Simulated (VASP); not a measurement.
VASP input:

### INCAR
```
IBRION=2
LCHARG=F
SIGMA=0.05
LWAVE=F
ISMEAR=0
ALGO=Normal
ENCUT=480
EDIFFG=-0.02   ! ionic stop
SYSTEM=ZrS2
PREC=Accurate
EDIFF=1E-6   ! SCF stop (eV)
LREAL=F   ! projection in real space or not
GGA=PS
LASPH=T   ! aspherical one-centre terms
NELM=100
NSW=60
LMAXMIX=4
ISIF=3
```

**POSCAR**
```
ZrS2
1.0
  3.6406073575   0.0000000000   0.0000000000
 -1.8203036787   3.1528584786   0.0000000000
  0.0000000000   0.0000000000   5.7991896065
Zr S
1 2
Direct
  0.0000000000   0.0000000000   0.0000000000
  0.3333330000   0.6666670000   0.2492655329
  0.6666670000   0.3333330000   0.7507344671
```

File KPOINTS:
```
Automatic mesh
0
Gamma
6 6 4
0 0 0
```

POTCAR, in this order: Zr_sv S (PBE.64 set). Program: vasp_std.

Write an equivalent input for Quantum ESPRESSO's pw.x.

One equivalent input (not run):
```
&CONTROL
  calculation = 'vc-relax'
  pseudo_dir = './pseudo'
  outdir = './out'
  tprnfor = .true.
  tstress = .true.
  nstep = 60
  forc_conv_thr = 0.00078
/
&SYSTEM
  ibrav = 0
  nat = 3
  ntyp = 2
  ecutwfc = 66
  occupations = 'smearing'
  smearing = 'gaussian'
  degauss = 0.003675
  input_dft = 'pbesol'
/
&ELECTRONS
  conv_thr = 7.3e-08
  electron_maxstep = 100
/
&IONS
/
&CELL
/
ATOMIC_SPECIES
  Zr 91.224 Zr.upf
  S 32.060 S.upf
CELL_PARAMETERS angstrom
     3.6406074    0.0000000    0.0000000
    -1.8203037    3.1528585   -0.0000000
    -0.0000000    0.0000000    5.7991896
ATOMIC_POSITIONS crystal
  Zr   0.0000000  0.0000000  0.0000000
  S    0.3333330  0.6666670  0.2492655
  S    0.6666670  0.3333330  0.7507345
K_POINTS automatic
  6 6 4 0 0 0
```
Limits of the translation: the potentials are each code's own (VASP's PAW set, PseudoDojo norm-conserving files in pw.x), so ENCUT and ecutwfc are chosen apart and not converted; conv_thr bounds pw.x's estimated SCF error, while EDIFF bounds the energy change between steps; forc_conv_thr acts on force components and is met together with etot_conv_thr.

The compound is ZrS2 in the 1T layered structure. This run relaxes it. Symmetry was kept, so distortions that lower it aren't found. The start is the result of an earlier pass.
